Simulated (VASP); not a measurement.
Consider the following.

```yaml
crystal:
  lattice:
    - [3.01981, 0.00000, 0.00000]
    - [0.00000, 3.01981, 0.00000]
    - [0.00000, 0.00000, 8.53265]
  atoms:
    - { symbol: Mg, position: [0.50000, 0.50000, 0.75035] }
    - { symbol: Mg, position: [0.50000, 0.50000, 0.24965] }
    - { symbol: Mg, position: [0.00000, 0.00000, 0.50000] }
    - { symbol: Zn, position: [0.00000, 0.00000, 0.00000] }
    - { symbol: O, position: [0.00000, 0.00000, 0.25311] }
    - { symbol: O, position: [0.00000, 0.00000, 0.74689] }
    - { symbol: O, position: [0.50000, 0.50000, 0.00000] }
    - { symbol: O, position: [0.50000, 0.50000, 0.50000] }
```

All values below come from modified Becke-Johnson potential (mBJ), VASP's PBE PAW potentials (set 64) (plane waves; VASP). Run with 500 eV cut-off, 6×6×2 Γ-centred mesh, Gaussian smearing of 0.050 eV, potentials Mg Zn O.

mBJ is a potential without an energy functional, so only the levels count.

Question: Give the energies of bands 10 to 23 at the high-symmetry points, in eV from the valence-band maximum.

Answer: 
| band | Γ | X | M | Z | R | A |
|---|---|---|---|---|---|---|
| 10 | -3.73 | -3.74 | -3.68 | -3.73 | -4.45 | -3.63 |
| 11 | -3.33 | -3.69 | -3.68 | -3.23 | -3.69 | -3.63 |
| 12 | -2.41 | -3.66 | -3.43 | -2.36 | -3.26 | -3.43 |
| 13 | -2.41 | -3.10 | -3.39 | -2.36 | -3.23 | -3.39 |
| 14 | -2.32 | -2.84 | -3.01 | -2.08 | -2.13 | -2.92 |
| 15 | -1.82 | -2.16 | -3.01 | -2.00 | -1.97 | -2.92 |
| 16 | -1.82 | -1.73 | -2.77 | -2.00 | -1.96 | -2.73 |
| 17 | -1.64 | -1.68 | -2.36 | -1.59 | -1.73 | -2.52 |
| 18 | -1.64 | -1.59 | -2.30 | -1.49 | -1.59 | -2.37 |
| 19 | -1.18 | -1.50 | -2.30 | -1.49 | -1.50 | -2.37 |
| 20 | -1.13 | -0.55 | -2.21 | -1.16 | -0.78 | -2.26 |
| 21 | -1.13 | 0.00 | -1.87 | -1.16 | 0.00 | -1.75 |
| 22 | 4.28 | 8.10 | 7.66 | 4.90 | 8.34 | 7.83 |
| 23 | 7.62 | 8.45 | 10.70 | 6.37 | 8.91 | 11.05 |

The gap is indirect, 4.28 eV, from the valence maximum at X to the conduction minimum at Γ.

The structure comes from a computed database's Mg3ZnO4 entry (P4/mmm); how it stands against other phases isn't given here. It was relaxed first. The cell's shape comes from a PBE relaxation.
